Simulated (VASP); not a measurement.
Here is the system:

```
CELL_PARAMETERS angstrom
      0.00000     2.83256     2.83256
      2.83256     0.00000     2.83256
      2.83256     2.83256     0.00000
ATOMIC_POSITIONS crystal
  Na 0.00000 0.00000 0.00000
  Cl 0.50000 0.50000 0.50000
```

Method: PBEsol GGA, VASP's PBE PAW potentials (set 64) (plane waves; VASP). Numerical set-up: 520 eV cut-off, 8×8×8 Γ-centred mesh, Gaussian smearing of 0.050 eV, potentials Na_pv Cl.

Task: What does the run give for the energy per atom (σ→0), band gap (on the k-mesh) with the smallest direct gap where there is one?

Result: 
```yaml
band gap (on the k-mesh): 4.88 eV
smallest direct gap (on the k-mesh): 4.88 eV
energy per atom (σ→0): -3.497 eV/atom
```

Total energies compare only between runs with the same potentials, cut-off and functional.

The compound is NaCl in the rock salt structure. This cell is one point of a volume scan, at 1.03 of the reference volume.
